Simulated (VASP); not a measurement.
Output of a VASP run:

### OSZICAR
```
       N       E                     dE             d eps       ncg     rms          rms(c)
DAV:   1     0.353963495926E+02    0.35396E+02   -0.54452E+03  2674   0.100E+03
DAV:   2    -0.751008189801E+01   -0.42906E+02   -0.41478E+02  2742   0.187E+02
DAV:   3    -0.793993156894E+01   -0.42985E+00   -0.42737E+00  3061   0.191E+01
DAV:   4    -0.794135538585E+01   -0.14238E-02   -0.14237E-02  3050   0.117E+00
DAV:   5    -0.794136445645E+01   -0.90706E-05   -0.90721E-05  2962   0.825E-02    0.140E+01
DAV:   6    -0.755526856657E+01    0.38610E+00   -0.10028E+00  2672   0.905E+00    0.721E+00
DAV:   7    -0.750846901964E+01    0.46800E-01   -0.16559E-01  2767   0.352E+00    0.261E+00
DAV:   8    -0.750370927285E+01    0.47597E-02   -0.60728E-03  2778   0.848E-01    0.510E-01
DAV:   9    -0.750356600120E+01    0.14327E-03   -0.95125E-05  2745   0.110E-01    0.410E-02
DAV:  10    -0.750356715095E+01   -0.11497E-05   -0.23552E-06  2956   0.130E-02    0.270E-03
DAV:  11    -0.750356717764E+01   -0.26687E-07   -0.63997E-08  1414   0.273E-03
   1 F= -.75035672E+01 E0= -.75033334E+01  d E =-.750357E+01
```

### OUTCAR
```
------------------------ aborting loop because EDIFF is reached ----------------------------------------
  FORCE on cell =-STRESS in cart. coord.  units (eV):
  Direction    XX          YY          ZZ          XY          YZ          ZX
  --------------------------------------------------------------------------------------
  Total        0.0022282      0.0022282      0.0022282      0.0000000     -0.0000000     -0.0000000
  in kB        0.2414262      0.2414262      0.2414262      0.0000000     -0.0000000     -0.0000000
  external PRESSURE =       0.2414262 kB  Pullay stress =       0.0000000 kB
  volume of cell :       14.79
      direct lattice vectors                 reciprocal lattice vectors
     0.000000000  1.948116857  1.948116857    -0.256658115  0.256658115  0.256658115
     1.948116857  0.000000000  1.948116857     0.256658115 -0.256658115  0.256658115
     1.948116857  1.948116857  0.000000000     0.256658115  0.256658115 -0.256658115
 POSITION                                       TOTAL-FORCE (eV/Angst)
 -----------------------------------------------------------------------------------
      0.00000      0.00000      0.00000         0.000000      0.000000      0.000000
 -----------------------------------------------------------------------------------
    total drift:                               -0.000000      0.000000      0.000000
  FREE ENERGIE OF THE ION-ELECTRON SYSTEM (eV)
  ---------------------------------------------------
  free  energy   TOTEN  =        -7.5035671776 eV

  energy  without entropy=       -7.5028657703  energy(sigma->0) =       -7.50333338

 reached required accuracy - stopping structural energy minimisation
```
(Selected blocks of OUTCAR.)

POSCAR:
```
Pt
1
   -0.0000000000     1.9481168571     1.9481168571
    1.9481168571     0.0000000000     1.9481168571
    1.9481168571     1.9481168571     0.0000000000
Pt
1
Direct
  0.0000000000   0.0000000000   0.0000000000
```

Write an INCAR and KPOINTS that could have produced this output.

One answer among several that fit: the input of the run itself, LDA (Ceperley-Alder, Perdew-Zunger), plane waves, VASP's LDA PAW potentials (set 64).

### KPOINTS
```
Automatic mesh
0
Gamma
16 16 16
0 0 0
```

**INCAR**
```
# general
SYSTEM  = Pt
PREC    = Accurate
ENCUT   = 500
LREAL   = .FALSE.   # projection in real space or not
LASPH   = .TRUE.   # aspherical one-centre terms

# electronic loop
EDIFF   = 1E-6   # SCF stop (eV)
NELM    = 100   # most electronic steps
ALGO    = Normal   # blocked Davidson
LMAXMIX = 6   # l cut-off of mixed one-centre charges

# smearing
ISMEAR  = 1   # Methfessel-Paxton
SIGMA   = 0.1

# ions
IBRION  = 2
NSW     = 40
ISIF    = 3
EDIFFG  = -0.02   # ionic stop

# output
LWAVE   = .FALSE.
LCHARG  = .FALSE.
```

POTCAR, in this order: Pt (LDA.64 set). Program: vasp_std.

The compound is Pt in the fcc structure. It was relaxed first.
